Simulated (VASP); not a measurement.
Level of theory: revTPSS meta-GGA, VASP's PBE PAW potentials (set 64) (plane waves; VASP 6.6.1).

A VASP calculation is set up with these files.

**POSCAR**
```
CuZn
1
    2.8927920222     0.0000000000    -0.0000000000
   -0.0000000000     2.8927920222    -0.0000000000
    0.0000000000     0.0000000000     2.8927920222
Zn Cu
1 1
Direct
  0.5000000000   0.5000000000   0.5000000000
  0.0000000000   0.0000000000   0.0000000000
```

INCAR:
```
SYSTEM=CuZn
PREC=Accurate; ENCUT=520; LREAL=.FALSE.
LASPH=.TRUE.
EDIFF=1E-7; NELM=100; ALGO=Normal
LMAXMIX=4; LMIXTAU=.TRUE.
ISMEAR=-5
METAGGA=RTPSS
ISIF=2
LWAVE=.FALSE.; LCHARG=.FALSE.; LORBIT=11
NEDOS=601
```

KPOINTS_OPT:
```
k-points along high-symmetry lines
10
Line-mode
Reciprocal
  0.000000   0.000000   0.000000 ! GAMMA
  0.000000   0.500000   0.000000 ! X

  0.000000   0.500000   0.000000 ! X
  0.500000   0.500000   0.000000 ! M

  0.500000   0.500000   0.000000 ! M
  0.000000   0.000000   0.000000 ! GAMMA

  0.000000   0.000000   0.000000 ! GAMMA
  0.500000   0.500000   0.500000 ! R

  0.500000   0.500000   0.500000 ! R
  0.000000   0.500000   0.000000 ! X

  0.500000   0.500000   0.500000 ! R
  0.500000   0.500000   0.000000 ! M
```

### KPOINTS
```
Automatic
0
G
14 14 14
```

POTCAR, in this order: Zn Cu (PBE.64 set). Program: vasp_std.

The resulting files:

OSZICAR:
```
       N       E                     dE             d eps       ncg     rms          rms(c)
DAV:   1     0.176384372080E+03    0.17638E+03   -0.17819E+04  3751   0.422E+03
DAV:   2     0.361339790421E+02   -0.14025E+03   -0.13732E+03  3740   0.507E+02
DAV:   3     0.212729080390E+02   -0.14861E+02   -0.14813E+02  4580   0.201E+02
DAV:   4     0.209736494964E+02   -0.29926E+00   -0.29914E+00  4804   0.351E+01
DAV:   5     0.209699240911E+02   -0.37254E-02   -0.37252E-02  4791   0.349E+00    0.540E+00
DAV:   6     0.318829996163E+01   -0.17782E+02   -0.56268E+01  3685   0.860E+01    0.972E+00
DAV:   7     0.279405168012E+01   -0.39425E+00   -0.92560E-01  3967   0.137E+01    0.990E+00
DAV:   8     0.207934898248E+01   -0.71470E+00   -0.65133E-01  5691   0.240E+01    0.129E+01
DAV:   9     0.200650350194E+01   -0.72845E-01   -0.47512E-02  3658   0.347E+00    0.127E+01
DAV:  10     0.411908217662E+01    0.21126E+01   -0.81462E+00  4092   0.691E+01    0.394E+00
DAV:  11     0.387076612092E+01   -0.24832E+00   -0.33138E+00  5671   0.418E+01    0.838E+00
DAV:  12     0.326197245790E+01   -0.60879E+00   -0.10258E+00  4540   0.289E+01    0.108E+01
DAV:  13     0.366742955062E+01    0.40546E+00   -0.26851E-01  4413   0.147E+01    0.904E+00
DAV:  14     0.424117537712E+01    0.57375E+00   -0.25073E+00  3784   0.522E+01    0.211E+00
DAV:  15     0.421883382534E+01   -0.22342E-01   -0.16455E-01  3859   0.553E+00    0.227E+00
DAV:  16     0.424378170936E+01    0.24948E-01   -0.14300E-02  5849   0.382E+00    0.163E+00
DAV:  17     0.425752979951E+01    0.13748E-01   -0.46536E-02  4286   0.823E+00    0.408E-01
DAV:  18     0.425725470333E+01   -0.27510E-03   -0.94919E-03  5539   0.218E+00    0.443E-01
DAV:  19     0.425861610606E+01    0.13614E-02   -0.39800E-03  5803   0.179E+00    0.165E-01
DAV:  20     0.425936920226E+01    0.75310E-03   -0.83690E-04  5647   0.485E-01    0.970E-02
DAV:  21     0.425938596572E+01    0.16763E-04   -0.11424E-03  4839   0.100E+00    0.455E-02
DAV:  22     0.425930653385E+01   -0.79432E-04   -0.64962E-05  5618   0.134E-01    0.519E-02
DAV:  23     0.425931623546E+01    0.97016E-05   -0.84039E-05  4705   0.278E-01    0.111E-02
DAV:  24     0.425931323174E+01   -0.30037E-05   -0.11213E-05  5083   0.884E-02    0.134E-02
DAV:  25     0.425931397120E+01    0.73946E-06   -0.21670E-06  5324   0.456E-02    0.502E-03
DAV:  26     0.425931394356E+01   -0.27646E-07   -0.10776E-07  2033   0.771E-03
   1 F= 0.42593139E+01 E0= 0.42593139E+01  d E =0.000000E+00
       N       E                     dE             ncg
```

File OUTCAR:
```
------------------------ aborting loop because EDIFF is reached ----------------------------------------
  FORCE on cell =-STRESS in cart. coord.  units (eV):
  Direction    XX          YY          ZZ          XY          YZ          ZX
  --------------------------------------------------------------------------------------
  Total        0.0063495      0.0063495      0.0063495     -0.0000000     -0.0000000      0.0000000
  in kB        0.4202416      0.4202416      0.4202416     -0.0000000     -0.0000000      0.0000000
  external PRESSURE =       0.4202416 kB  Pullay stress =       0.0000000 kB
  volume of cell :       24.21
      direct lattice vectors                 reciprocal lattice vectors
     2.892792022  0.000000000  0.000000000     0.345686794  0.000000000  0.000000000
     0.000000000  2.892792022  0.000000000     0.000000000  0.345686794  0.000000000
     0.000000000  0.000000000  2.892792022     0.000000000  0.000000000  0.345686794
 POSITION                                       TOTAL-FORCE (eV/Angst)
 -----------------------------------------------------------------------------------
      1.44640      1.44640      1.44640         0.000000      0.000000      0.000000
      0.00000      0.00000      0.00000         0.000000      0.000000      0.000000
 -----------------------------------------------------------------------------------
    total drift:                                0.000000     -0.000000     -0.000000
  FREE ENERGIE OF THE ION-ELECTRON SYSTEM (eV)
  ---------------------------------------------------
  free  energy   TOTEN  =         4.2593139436 eV

  energy  without entropy=        4.2593139436  energy(sigma->0) =        4.25931394

 total charge

# of ion       s       p       d       tot
------------------------------------------
    1        0.590   0.580   9.784  10.954
    2        0.424   0.426   9.187  10.037
--------------------------------------------------
tot          1.014   1.006  18.971  20.991
```
(Selected blocks of OUTCAR.)

**OUTCAR**
```
 val. band max:        5.9461380871   @ k =   0.4286   0.3571   0.2143

 cond. band min:       6.0686532599   @ k =   0.4286   0.2857   0.2857


 Fermi energy:         5.9279980622

 k-point     1 :       0.0000    0.0000    0.0000
  band No.  band energies     occupation
      1      -4.8379      2.00000
      2      -2.2922      2.00000
      3      -2.2922      2.00000
      4      -1.5098      2.00000
      5      -1.5098      2.00000
      6      -1.5098      2.00000
      7       2.1552      2.00000
      8       2.1552      2.00000
      9       3.0919      2.00000
     10       3.0919      2.00000
     11       3.0919      2.00000
     12      12.3770      0.00000
     13      12.3770      0.00000
     14      12.3770      0.00000
     15      17.3820      0.00000

 k-point     2 :       0.0714    0.0000    0.0000
  band No.  band energies     occupation
      1      -4.7420      2.00000
      2      -2.2808      2.00000
      3      -2.2711      2.00000
      4      -1.5196      2.00000
      5      -1.5196      2.00000
      6      -1.5061      2.00000
      7       2.1484      2.00000
      8       2.1645      2.00000
      9       3.0563      2.00000
     10       3.0563      2.00000
     11       3.0868      2.00000
     12      11.4622      0.00000
     13      12.5236      0.00000
     14      12.5236      0.00000
     15      17.4302      0.00000

 k-point     3 :       0.1429    0.0000    0.0000
  band No.  band energies     occupation
      1      -4.4576      2.00000
      2      -2.2465      2.00000
      3      -2.2074      2.00000
      4      -1.5447      2.00000
      5      -1.5447      2.00000
      6      -1.4934      2.00000
      7       2.1295      2.00000
      8       2.1849      2.00000
      9       2.9626      2.00000
     10       2.9626      2.00000
     11       3.0750      2.00000
     12       9.6895      0.00000
     13      12.9591      0.00000
     14      12.9591      0.00000
     15      17.5772      0.00000
...
```

For a metal the tetrahedron method with Blöchl corrections gives inexact stress and forces.

The compound is CuZn in the CsCl type structure. It was relaxed first, which changed the volume by -6 %. The electron count is odd and the run is not spin-polarised, which forces a metal.
